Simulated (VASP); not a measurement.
# Sn: accuracy against cost in the plane-wave cutoff and k-mesh

A convergence test on Sn: the plane-wave cutoff and k-mesh. The series runs use PBEsol. The plane-wave cutoff tried: ENCUT = 140; ENCUT = 180; ENCUT = 220; ENCUT = 240; ENCUT = 280; ENCUT = 310; ENCUT = 390; ENCUT = 480. The k-mesh tried: 2 2 2; 3 3 2; 4 4 3; 5 5 4; 7 7 5; 9 9 7; 12 12 8; 15 15 10. The atoms of the start are displaced at random from the sites of a I4_1/amd cell.

Main program and level: VASP 6.6.1; PBEsol; plane waves and PAW (Sn_d).

The database entry behind the starting cell differs from later determinations by our own check (about 0.15 % long, nanocrystals), so it need not match the best structure at ambient conditions.

## Step 1: Set-up

The structure is triclinic, space group P-1 (No. 2). The conventional cell has a = 3.188 Å, b = 4.426 Å, c = 4.426 Å, α = 82.55°, β = 68.89°, γ = 68.89°. Nearest to Sn lie 6 Sn at 2.98 to 3.19 Å.

Coordinates:

```xyz
2
Lattice="-2.9196 2.9196 1.5938 2.9196 -2.9196 1.5938 2.9196 2.9196 -1.5938" Properties=species:S:1:pos:R:3 pbc="T T T"
Sn   -0.0301   -0.0007    0.0014
Sn   -0.0188    2.9601    0.7767
```

## Step 2: Plane-wave cutoff: ENCUT = 140

The basis grows with ENCUT, and energy and stress both move with it. PBEsol restores the gradient expansion of exchange and is tuned for the cells of solids.

The input, INCAR:

```
SYSTEM = Sn
PREC = Accurate
ENCUT = 140
EDIFF = 1E-06
NELM = 100
ISMEAR = -1
SIGMA = 0.05
LREAL = .FALSE.
ALGO = Normal
GGA = PS
NBANDS = 20
LORBIT = 11
LWAVE = .FALSE.
LCHARG = .FALSE.
KPAR = 2
ISIF = 2
```

The input, POSCAR:

```
Sn
1.0
   -2.9196440750      2.9196440750      1.5938000000
    2.9196440750     -2.9196440750      1.5938000000
    2.9196440750      2.9196440750     -1.5938000000
Sn
2
Direct
    0.0003100000     -0.0047210000     -0.0052750000
    0.7505870000      0.2404530000      0.5037110000
```

The input, KPOINTS:

```
Automatic mesh
0
Gamma
7 7 5
0 0 0
```

Potentials, in the order of the species: Sn_d (PBE family, release 64).

On the command line:

```
mpirun -np 2 vasp_std
```

The program printed:

```text
[banner, memory and clock lines left out]
running    2 mpi-ranks, on    1 nodes
 distrk:  each k-point on    1 cores,    2 groups
 distr:  one band on    1 cores,    1 groups

 POSCAR found type information on POSCAR Sn
 POSCAR found :  1 types and       2 ions
|                                                                             |
|               ----> ADVICE to this user running VASP <----                  |
|                                                                             |
|     You enforced a specific xc type in the INCAR file but a different       |
|     [... a line on the potential file left out ...]
|     I HOPE YOU KNOW WHAT YOU ARE DOING!                                     |
|                                                                             |

 LDA part: xc-table for (Slater+PW92), standard interpolation
|                                                                             |
|           W    W    AA    RRRRR   N    N  II  N    N   GGGG   !!!           |
|           W    W   A  A   R    R  NN   N  II  NN   N  G    G  !!!           |
|           W    W  A    A  R    R  N N  N  II  N N  N  G       !!!           |
|           W WW W  AAAAAA  RRRRR   N  N N  II  N  N N  G  GGG   !            |
|           WW  WW  A    A  R   R   N   NN  II  N   NN  G    G                |
|           W    W  A    A  R    R  N    N  II  N    N   GGGG   !!!           |
|                                                                             |
|     Your reciprocal lattice and k-lattice belong to different lattice       |
|     classes:                                                                |
|                                                                             |
|        The reciprocal lattice is body-centered tetragonal,                  |
|        whereas your k-lattice is base-centered monoclinic.                  |
|                                                                             |
|     Results are often still useful ...                                      |
|                                                                             |

 POSCAR, INCAR and KPOINTS ok, starting setup
 FFT: planning ... GRIDC
 FFT: planning ... GRID_SOFT
 FFT: planning ... GRID
 WAVECAR not read
 entering main loop
       N       E                     dE             d eps       ncg     rms          rms(c)
DAV:   1     0.116293834379E+03    0.11629E+03   -0.85457E+03  5296   0.648E+02
DAV:   2     0.697096742250E+01   -0.10932E+03   -0.10725E+03  5344   0.207E+02
DAV:   3     0.421786232356E+01   -0.27531E+01   -0.27446E+01  5500   0.357E+01
DAV:   4     0.420738214581E+01   -0.10480E-01   -0.10478E-01  5220   0.226E+00
DAV:   5     0.420732632545E+01   -0.55820E-04   -0.55819E-04  5604   0.162E-01    0.842E+00
DAV:   6     0.576832446351E+01    0.15610E+01   -0.22524E+00  5348   0.136E+01    0.377E+00
DAV:   7     0.606660091648E+01    0.29828E+00   -0.10476E+00  5452   0.899E+00    0.525E-01
DAV:   8     0.606787448987E+01    0.12736E-02   -0.19831E-02  5144   0.880E-01    0.919E-02
DAV:   9     0.606803369444E+01    0.15920E-03   -0.13868E-03  5680   0.309E-01    0.649E-02
DAV:  10     0.606805625415E+01    0.22560E-04   -0.79512E-05  5256   0.766E-02    0.437E-03
DAV:  11     0.606805614172E+01   -0.11243E-06   -0.12055E-06  3852   0.901E-03
   1 F= 0.60680561E+01 E0= 0.60733282E+01  d E =-.105441E-01
```

Run time: 5 s. Hardware: 2 MPI ranks of Intel Xeon 6975P-C (Granite Rapids), shared host; peak memory 0.22 GiB; 8.2 s of CPU time.

Lines that name or quote the potential files are left out of all logs, and their timing lines are given in words.

From OUTCAR (step 2):

```text
ion  position               nearest neighbor table
   1  0.000  0.995  0.995-   2 2.98   2 3.02   2 3.04   2 3.06   2 3.75   2 3.76
   2  0.751  0.240  0.504-   1 2.98   1 3.02   1 3.04   1 3.06   1 3.75   1 3.76

  LATTYP: Found a body centered tetragonal cell.
 ALAT       =     5.8392881500
 C/A-ratio  =     0.5458884573

 Subroutine GETGRP returns: Found  2 space group operations
 (whereof  1 operations were pure point group operations)

The static configuration has the point symmetry C_1 .
 The point group associated with its full space group is S_2 .

 Found    123 irreducible k-points:

   k-points           NKPTS =    123   k-points in BZ     NKDIM =    123   number of bands    NBANDS=     20

   dimension x,y,z NGX =    18 NGY =   18 NGZ =   18
   dimension x,y,z NGXF=    36 NGYF=   36 NGZF=   36

   ENCUT  =  140.0 eV  10.29 Ry    3.21 a.u.   4.27  4.27  4.27*2*pi/ulx,y,z

   NELECT =      28.0000    total number of electrons

 k-points in reciprocal lattice and weights: Automatic mesh
   0.00000000  0.00000000  0.00000000       0.004
   0.14285714  0.00000000  0.00000000       0.008
   0.28571429  0.00000000  0.00000000       0.008
   0.42857143  0.00000000  0.00000000       0.008
   0.00000000  0.14285714  0.00000000       0.008
   0.14285714  0.14285714  0.00000000       0.008
   0.28571429  0.14285714  0.00000000       0.008
   0.42857143  0.14285714  0.00000000       0.008
  -0.42857143  0.14285714 -0.00000000       0.008
[...]
-0.28571429 -0.14285714  0.40000000       0.008
  -0.14285714 -0.14285714  0.40000000       0.008

 average (electrostatic) potential at core
       1-101.8919       2-101.8919

 E-fermi :   7.5443

 k-point     1 :       0.0000    0.0000    0.0000
  band No.  band energies     occupation
    ...
     10     -13.7798      2.00000
     11      -3.4724      2.00000
     12       3.7231      2.00000
     13       5.7787      2.00000
     14       5.7996      2.00000
     15      10.7563      0.00000
     16      13.8317      0.00000
     17      13.8642      0.00000
     18      14.3221      0.00000
     19      14.4212      0.00000
    ...

 k-point     2 :       0.1429    0.0000    0.0000
  band No.  band energies     occupation
    ...
     10     -13.9196      2.00000
     11      -3.0743      2.00000
     12       3.4108      2.00000
     13       5.8388      2.00000
     14       6.8277      2.00000
     15      11.4059      0.00000
     16      11.4444      0.00000
     17      11.9753      0.00000
     18      13.0330      0.00000
     19      13.6328      0.00000
    ...

 k-point     3 :       0.2857    0.0000    0.0000
  band No.  band energies     occupation
    ...
     10     -14.0942      2.00000
     11      -1.8922      2.00000
     12       3.2592      2.00000
     13       6.0838      2.00000
     14       7.4561      1.70755
     15       8.4972      0.00000
     16       9.5350      0.00000
     17      11.6550      0.00000
     18      11.7356      0.00000
     19      13.5749      0.00000
    ...

  Total     -132.9633657   -132.6753531   -131.4248175      0.0930431      0.1600324      0.2938066
  in kB    -3920.0259861  -3911.5347993  -3874.6665083      2.7430979      4.7180756      8.6620061
  external PRESSURE =   -3902.0757646 kB  Pullay stress =       0.0000000 kB

  energy-cutoff  :      140.00
  volume of cell :       54.34
      direct lattice vectors                 reciprocal lattice vectors
    -2.919644075  2.919644075  1.593800000     0.000000000  0.171253751  0.313715648
     2.919644075 -2.919644075  1.593800000     0.171253751  0.000000000  0.313715648
     2.919644075  2.919644075 -1.593800000     0.171253751  0.171253751  0.000000000

 POSITION                                       TOTAL-FORCE (eV/Angst)
 -----------------------------------------------------------------------------------
      5.80920     -0.00071      0.00138        -0.038013     -0.197354     -0.106723
     -0.01875      2.96007      0.77670         0.038013      0.197354      0.106723
 -----------------------------------------------------------------------------------
    total drift:                                0.002040     -0.001448     -0.000293

  FREE ENERGIE OF THE ION-ELECTRON SYSTEM (eV)
  ---------------------------------------------------
  free  energy   TOTEN  =         6.0680561417 eV

  energy  without entropy=        6.0786002068  energy(sigma->0) =        6.07332817

 total charge
# of ion       s       p       d       tot
------------------------------------------
    1        1.233   1.043  10.278  12.554
    2        1.233   1.043  10.278  12.554
--------------------------------------------------
tot          2.467   2.087  20.555  25.109

[... 3 further parts left out ...]
```

The k-mesh is coarse for a metal. The PAW data sets were made with PBE, which is usual practice but a small mismatch for other functionals.

This step gave:

| Item | Value |
| --- | --- |
| SCF cycles | 11 |
| electrons | 28 |
| bands | 20 |
| irreducible k-points | 123 |
| symmetry operations | 2 |
| free energy (TOTEN) | 6.068 eV |
| energy at zero smearing | 6.073 eV |
| Fermi energy | 7.544 eV |
| pressure | -390.2 GPa |
| metallic | yes |

The series starts at 3.0367 eV an atom and -390.21 GPa, after 11 cycles in 5 s.

## Step 3: Plane-wave cutoff: ENCUT = 180

Changes to INCAR since step 2:

```diff
@@ -2,3 +2,3 @@
 PREC = Accurate
-ENCUT = 140
+ENCUT = 180
 EDIFF = 1E-06
```

POSCAR is that of step 2.

KPOINTS is that of step 2.

On the command line:

```
mpirun -np 2 vasp_std
```

The program printed:

```text
[banner, memory and clock lines left out]
running    2 mpi-ranks, on    1 nodes
[...]
[... a notice as in an earlier step ...]

 LDA part: xc-table for (Slater+PW92), standard interpolation
 [... a notice as in an earlier step ...]

 POSCAR, INCAR and KPOINTS ok, starting setup
[...]
entering main loop
       N       E                     dE             d eps       ncg     rms          rms(c)
DAV:   1     0.138724693473E+03    0.13872E+03   -0.91359E+03  4996   0.955E+02
DAV:   2    -0.563337011579E+00   -0.13929E+03   -0.13701E+03  5168   0.265E+02
DAV:   3    -0.775228525266E+01   -0.71889E+01   -0.71618E+01  5576   0.660E+01
DAV:   4    -0.782250367906E+01   -0.70218E-01   -0.70206E-01  5304   0.689E+00
[...]
DAV:   8    -0.767861216957E+01    0.53762E-03   -0.34593E-03  5332   0.514E-01    0.247E-02
DAV:   9    -0.767860691793E+01    0.52516E-05   -0.62623E-05  5680   0.726E-02    0.108E-02
DAV:  10    -0.767860654382E+01    0.37411E-06   -0.54324E-06  5236   0.184E-02
   1 F= -.76786065E+01 E0= -.76734104E+01  d E =-.103924E-01
```

Wall time 6.4 s (2 MPI ranks); peak memory 0.24 GiB.

OUTCAR, selected parts (step 3):

```text
  Total      -18.8355825    -18.6461358    -18.8925378     -0.1968151      0.1091843      0.2356489
  in kB     -555.3106495   -549.7253805   -556.9898057     -5.8025025      3.2189710      6.9474010
  external PRESSURE =    -554.0086119 kB  Pullay stress =       0.0000000 kB

 POSITION                                       TOTAL-FORCE (eV/Angst)
 -----------------------------------------------------------------------------------
      5.80920     -0.00071      0.00138         0.059856      0.161813     -0.017723
     -0.01875      2.96007      0.77670        -0.059856     -0.161813      0.017723
 -----------------------------------------------------------------------------------
    total drift:                                0.001097     -0.000854      0.000057

  FREE ENERGIE OF THE ION-ELECTRON SYSTEM (eV)
  ---------------------------------------------------
  free  energy   TOTEN  =        -7.6786065438 eV

  energy  without entropy=       -7.6682141595  energy(sigma->0) =       -7.67341035

[... 1 part as in an earlier step ...]

[... 2 further parts left out ...]
[key lines of the parts left out:]
E-fermi :   7.6659
```

Against the run before the energy moves by -6873.37 meV an atom and the pressure by +334.81 GPa, after 10 cycles in 6.4 s.

## Step 4: Plane-wave cutoff: ENCUT = 220

Changes to INCAR since step 3:

```diff
@@ -2,3 +2,3 @@
 PREC = Accurate
-ENCUT = 180
+ENCUT = 220
 EDIFF = 1E-06
```

POSCAR is that of step 3.

KPOINTS is that of step 3.

On the command line:

```
mpirun -np 2 vasp_std
```

The program printed:

```text
[... set-up lines as in an earlier step ...]
 entering main loop
       N       E                     dE             d eps       ncg     rms          rms(c)
DAV:   1     0.157205453467E+03    0.15721E+03   -0.96806E+03  5032   0.122E+03
DAV:   2     0.279490761309E+01   -0.15441E+03   -0.15194E+03  5076   0.307E+02
DAV:   3    -0.835492960367E+01   -0.11150E+02   -0.11104E+02  5648   0.891E+01
DAV:   4    -0.853718630682E+01   -0.18226E+00   -0.18221E+00  5372   0.124E+01
[...]
DAV:   8    -0.849425293265E+01    0.59696E-03   -0.24665E-03  5904   0.623E-01    0.240E-02
DAV:   9    -0.849425152189E+01    0.14108E-05   -0.66804E-05  5824   0.903E-02    0.113E-02
DAV:  10    -0.849425195813E+01   -0.43624E-06   -0.42715E-06  5468   0.162E-02
   1 F= -.84942520E+01 E0= -.84890857E+01  d E =-.103325E-01
```

Run time: 7.4 s. Hardware: 2 MPI ranks; peak memory 0.27 GiB; 12 s of CPU time.

From OUTCAR (step 4):

```text
  Total       -2.0053676     -1.8328397     -1.9839257     -0.2638148      0.1072115      0.2025510
  in kB      -59.1222475    -54.0357798    -58.4900994     -7.7777894      3.1608100      5.9716101
  external PRESSURE =     -57.2160422 kB  Pullay stress =       0.0000000 kB

 POSITION                                       TOTAL-FORCE (eV/Angst)
 -----------------------------------------------------------------------------------
      5.80920     -0.00071      0.00138         0.051481      0.120274     -0.014971
     -0.01875      2.96007      0.77670        -0.051481     -0.120274      0.014971
 -----------------------------------------------------------------------------------
    total drift:                                0.000171     -0.000196      0.000000

  FREE ENERGIE OF THE ION-ELECTRON SYSTEM (eV)
  ---------------------------------------------------
  free  energy   TOTEN  =        -8.4942519581 eV

  energy  without entropy=       -8.4839194099  energy(sigma->0) =       -8.48908568

[... 1 part as in an earlier step ...]

[... 2 further parts left out ...]
[key lines of the parts left out:]
E-fermi :   7.6818
```

Against the run before the energy moves by -407.84 meV an atom and the pressure by +49.68 GPa, after 10 cycles in 7.4 s.

## Step 5: Plane-wave cutoff: ENCUT = 240

Changes to INCAR since step 4:

```diff
@@ -2,3 +2,3 @@
 PREC = Accurate
-ENCUT = 220
+ENCUT = 240
 EDIFF = 1E-06
```

POSCAR is that of step 4.

KPOINTS is that of step 4.

On the command line:

```
mpirun -np 2 vasp_std
```

The program printed:

```text
[... set-up lines as in an earlier step ...]
 entering main loop
       N       E                     dE             d eps       ncg     rms          rms(c)
DAV:   1     0.164602556329E+03    0.16460E+03   -0.99469E+03  5036   0.134E+03
DAV:   2     0.446743066935E+01   -0.16014E+03   -0.15740E+03  5036   0.324E+02
DAV:   3    -0.831303436582E+01   -0.12780E+02   -0.12714E+02  5684   0.978E+01
DAV:   4    -0.856233727263E+01   -0.24930E+00   -0.24923E+00  5412   0.150E+01
[...]
DAV:   8    -0.852795759393E+01    0.53567E-03   -0.21999E-03  6016   0.623E-01    0.259E-02
DAV:   9    -0.852795867069E+01   -0.10768E-05   -0.53377E-05  5912   0.762E-02    0.108E-02
DAV:  10    -0.852795891626E+01   -0.24556E-06   -0.34818E-06  5156   0.151E-02
   1 F= -.85279589E+01 E0= -.85227949E+01  d E =-.103280E-01
```

It took 7.6 s on 2 MPI ranks; peak memory 0.28 GiB.

Parts of OUTCAR (step 5):

```text
  Total       -0.5733243     -0.4010632     -0.5300243     -0.2671985      0.1046608      0.2000464
  in kB      -16.9027465    -11.8241444    -15.6261768     -7.8775450      3.0856096      5.8977689
  external PRESSURE =     -14.7843559 kB  Pullay stress =       0.0000000 kB

 POSITION                                       TOTAL-FORCE (eV/Angst)
 -----------------------------------------------------------------------------------
      5.80920     -0.00071      0.00138         0.051627      0.121151     -0.015546
     -0.01875      2.96007      0.77670        -0.051627     -0.121151      0.015546
 -----------------------------------------------------------------------------------
    total drift:                                0.000172     -0.000196      0.000000

  FREE ENERGIE OF THE ION-ELECTRON SYSTEM (eV)
  ---------------------------------------------------
  free  energy   TOTEN  =        -8.5279589163 eV

  energy  without entropy=       -8.5176309116  energy(sigma->0) =       -8.52279491

[... 1 part as in an earlier step ...]

[... 2 further parts left out ...]
[key lines of the parts left out:]
E-fermi :   7.6828
```

Against the run before the energy moves by -16.85 meV an atom and the pressure by +4.24 GPa, after 10 cycles in 7.6 s.

## Step 6: Plane-wave cutoff: ENCUT = 280

Changes to INCAR since step 5:

```diff
@@ -2,3 +2,3 @@
 PREC = Accurate
-ENCUT = 240
+ENCUT = 280
 EDIFF = 1E-06
```

POSCAR is that of step 5.

KPOINTS is that of step 5.

On the command line:

```
mpirun -np 2 vasp_std
```

The program printed:

```text
[... set-up lines as in an earlier step ...]
 entering main loop
       N       E                     dE             d eps       ncg     rms          rms(c)
DAV:   1     0.178002482929E+03    0.17800E+03   -0.10642E+04  4976   0.152E+03
DAV:   2     0.729932550608E+01   -0.17070E+03   -0.16787E+03  5024   0.352E+02
DAV:   3    -0.818697033142E+01   -0.15486E+02   -0.15394E+02  5652   0.112E+02
DAV:   4    -0.855755547971E+01   -0.37059E+00   -0.37041E+00  5472   0.193E+01
[...]
DAV:   8    -0.852971830929E+01    0.52265E-03   -0.20776E-03  6100   0.638E-01    0.287E-02
DAV:   9    -0.852972218383E+01   -0.38745E-05   -0.50897E-05  6308   0.669E-02    0.114E-02
DAV:  10    -0.852972189701E+01    0.28681E-06   -0.38061E-06  4932   0.210E-02
   1 F= -.85297219E+01 E0= -.85245588E+01  d E =-.103262E-01
```

It took 8 s on 2 MPI ranks; peak memory 0.3 GiB.

From OUTCAR (step 6):

```text
  Total       -0.3498631     -0.1775738     -0.3087733     -0.2658501      0.1024937      0.1978038
  in kB      -10.3146643     -5.2352312     -9.1032556     -7.8377941      3.0217185      5.8316531
  external PRESSURE =      -8.2177171 kB  Pullay stress =       0.0000000 kB

 POSITION                                       TOTAL-FORCE (eV/Angst)
 -----------------------------------------------------------------------------------
      5.80920     -0.00071      0.00138         0.051513      0.120822     -0.015523
     -0.01875      2.96007      0.77670        -0.051513     -0.120822      0.015523
 -----------------------------------------------------------------------------------
    total drift:                                0.000172     -0.000196      0.000000

  FREE ENERGIE OF THE ION-ELECTRON SYSTEM (eV)
  ---------------------------------------------------
  free  energy   TOTEN  =        -8.5297218970 eV

  energy  without entropy=       -8.5193956908  energy(sigma->0) =       -8.52455879

[... 1 part as in an earlier step ...]

[... 2 further parts left out ...]
[key lines of the parts left out:]
E-fermi :   7.6828
```

Against the run before the energy moves by -0.88 meV an atom and the pressure by +0.66 GPa, after 10 cycles in 8 s.

[end of part 1 of 3]

[Lines on the potential files, build, host, timing and source positions are cut from VASP's logs without a mark.]

[Logs are printed without paths, hosts, clocks, repeated set-up lines and the standing remarks that a program may print on its own settings, such as how far it seeks lower states.]

[Hosts, paths, dates, database ids (printed as entryN), source tags and the programs' standing remarks are cut or masked in the printed files.]

[A measured line is paired with the nearest computed mode of its activity, which favours agreement.]
